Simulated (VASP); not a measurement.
These are revPBE GGA, VASP's PBE PAW potentials (set 64) (plane waves; VASP) values and carry that method's errors.

VASP ran on this input.

KPOINTS:
```
k-points along high-symmetry lines
15
Line-mode
Reciprocal
  0.000000   0.000000   0.000000 ! GAMMA
  0.500000   0.000000   0.500000 ! X

  0.500000   0.000000   0.500000 ! X
  0.625000   0.250000   0.625000 ! U

  0.375000   0.375000   0.750000 ! K
  0.000000   0.000000   0.000000 ! GAMMA

  0.000000   0.000000   0.000000 ! GAMMA
  0.500000   0.500000   0.500000 ! L

  0.500000   0.500000   0.500000 ! L
  0.500000   0.250000   0.750000 ! W

  0.500000   0.250000   0.750000 ! W
  0.500000   0.000000   0.500000 ! X
```

**POSCAR**
```
CdF2
1.0
  0.0000000000   2.7799865058   2.7799865058
  2.7799865058   0.0000000000   2.7799865058
  2.7799865058   2.7799865058   0.0000000000
Cd F
1 2
Cartesian
  2.7799865058   2.7799865058   0.0000000000
  1.3899932529   1.3899932529   1.3899932529
  4.1699797587   4.1699797587   4.1699797587
```

INCAR:
```
SIGMA=0.05   # width (eV)
GGA=RE   # revPBE
ENCUT=520
LCHARG=.FALSE.
LORBIT=11
LWAVE=.FALSE.
LMAXMIX=4   # l cut-off of mixed one-centre charges
ISMEAR=0   # Gaussian
EDIFF=1E-7   # SCF stop (eV)
LREAL=.FALSE.   # projection in real space or not
ALGO=Normal
LASPH=.TRUE.   # aspherical one-centre terms
NELM=100
PREC=Accurate
SYSTEM=CdF2
ICHARG=11   # fixed density
```

POTCAR, in this order: Cd F (PBE.64 set). Program: vasp_std. Read from the step before: CHGCAR.

The resulting files:

### OUTCAR
```
 ion  position               nearest neighbor table
   1  0.000  0.000  0.000-   3 2.41   3 2.41   3 2.41   2 2.41   3 2.41   2 2.41   2 2.41   2 2.41
  LATTYP: Found a face centered cubic cell.
 ALAT       =     5.5599730116
 Subroutine PRICEL returns:
 Original cell was already a primitive cell.
 Subroutine GETGRP returns: Found 48 space group operations
The static configuration has the point symmetry O_h .
The dynamic configuration has the point symmetry O_h .
 Subroutine INISYM returns: Found 48 space group operations
   k-points           NKPTS =     90   k-points in BZ     NKDIM =     90   number of bands    NBANDS=     17
   number of dos      NEDOS =    301   number of ions     NIONS =      3
   total plane-waves  NPLWV =  27000
   dimension x,y,z NGX =    30 NGY =   30 NGZ =   30
   dimension x,y,z NGXF=    60 NGYF=   60 NGZF=   60
   ions per type =               1   2
   PREC   = accura    normal or accurate (medium, high low for compatibility)
   ISTART =      0    job   : 0-new  1-cont  2-samecut
   ICHARG =     11    charge: 1-file 2-atom 10-const
   ISPIN  =      1    spin polarized calculation?
   LNONCOLLINEAR =      F non collinear calculations
   LSORBIT =      F    spin-orbit coupling
   INIWAV =      1    electr: 0-lowe 1-rand  2-diag
   ENCUT  =  520.0 eV  38.22 Ry    6.18 a.u.   7.31  7.31  7.31*2*pi/ulx,y,z
   NELM   =    100;   NELMIN=  2; NELMDL= -5     # of ELM steps
   EDIFF  = 0.1E-06   stopping-criterion for ELM
   LREAL  =      F    real-space projection
   NLSPLINE    = F    spline interpolate recip. space projectors
   LMAXMIX     =    4 max onsite mixed and CHGCAR
   VOSKOWN=      0    Vosko Wilk Nusair interpolation
   EDIFFG = 0.1E-05   stopping-criterion for IOM
   NSW    =      0    number of steps for IOM
   NBLOCK =      1;   KBLOCK =      1    inner block; outer block
   IBRION =     -1    ionic relax: 0-MD 1-quasi-New 2-CG
   NFREE  =      0    steps in history (QN), initial steepest desc. (CG)
   ISIF   =      2    stress and relaxation
   ISYM   =      2    0-nonsym 1-usesym 2-fastsym
   TEIN   =    0.0    initial temperature
   TEBEG  =    0.0;   TEEND  =   0.0 temperature during run
   SMASS  =  -3.00    Nose mass-parameter (am)
...
```

### OSZICAR
```
       N       E                     dE             d eps       ncg     rms          rms(c)
DAV:   1     0.196014808401E+03    0.19601E+03   -0.15684E+04  3156   0.153E+03
DAV:   2    -0.146868136395E+01   -0.19748E+03   -0.19293E+03  3677   0.377E+02
DAV:   3    -0.958452556391E+01   -0.81158E+01   -0.81006E+01  3220   0.847E+01
DAV:   4    -0.962669013270E+01   -0.42165E-01   -0.42159E-01  3396   0.605E+00
DAV:   5    -0.962687100142E+01   -0.18087E-03   -0.18087E-03  3436   0.355E-01
DAV:   6    -0.962687197643E+01   -0.97501E-06   -0.97498E-06  3446   0.258E-02
DAV:   7    -0.962687198247E+01   -0.60454E-08   -0.60509E-08  2862   0.193E-03
   1 F= -.96268720E+01 E0= -.96268720E+01  d E =-.869268E-16
```

### OUTCAR
```
 val. band max:       -1.8143882496   @ k =   0.5000   0.2500   0.7500

 cond. band min:       1.0763766648   @ k =   0.0000   0.0000   0.0000



 k-point     1 :       0.0000    0.0000    0.0000
  band No.  band energies     occupation
      1     -22.2186      2.00000
      2     -21.3656      2.00000
      3      -7.2383      2.00000
      4      -7.2383      2.00000
      5      -7.2383      2.00000
      6      -6.4230      2.00000
      7      -6.4230      2.00000
      8      -2.5629      2.00000
      9      -2.5629      2.00000
     10      -2.5629      2.00000
     11      -2.4184      2.00000
     12      -2.4184      2.00000
     13      -2.4184      2.00000
     14       1.0764      0.00000
     15      10.5886      0.00000
     16      10.5886      0.00000
     17      10.5886      0.00000

 k-point     2 :       0.0357    0.0000    0.0357
  band No.  band energies     occupation
      1     -22.2145      2.00000
      2     -21.3707      2.00000
      3      -7.2327      2.00000
      4      -7.2327      2.00000
      5      -7.2256      2.00000
      6      -6.4268      2.00000
      7      -6.4220      2.00000
      8      -2.6156      2.00000
      9      -2.6026      2.00000
     10      -2.6026      2.00000
     11      -2.4159      2.00000
     12      -2.3921      2.00000
     13      -2.3921      2.00000
     14       1.1395      0.00000
     15      10.5038      0.00000
     16      10.6066      0.00000
     17      10.6066      0.00000

 k-point     3 :       0.0714    0.0000    0.0714
  band No.  band energies     occupation
      1     -22.2020      2.00000
      2     -21.3816      2.00000
      3      -7.2156      2.00000
      4      -7.2156      2.00000
      5      -7.1877      2.00000
      6      -6.4381      2.00000
      7      -6.4189      2.00000
      8      -2.7619      2.00000
      9      -2.6901      2.00000
     10      -2.6901      2.00000
     11      -2.4083      2.00000
     12      -2.3445      2.00000
...
```

The density is held fixed in this step, so its total energy and stress have no physical meaning.

The compound is CdF2 in the fluorite structure. It was relaxed first, which changed the volume by +10 %.
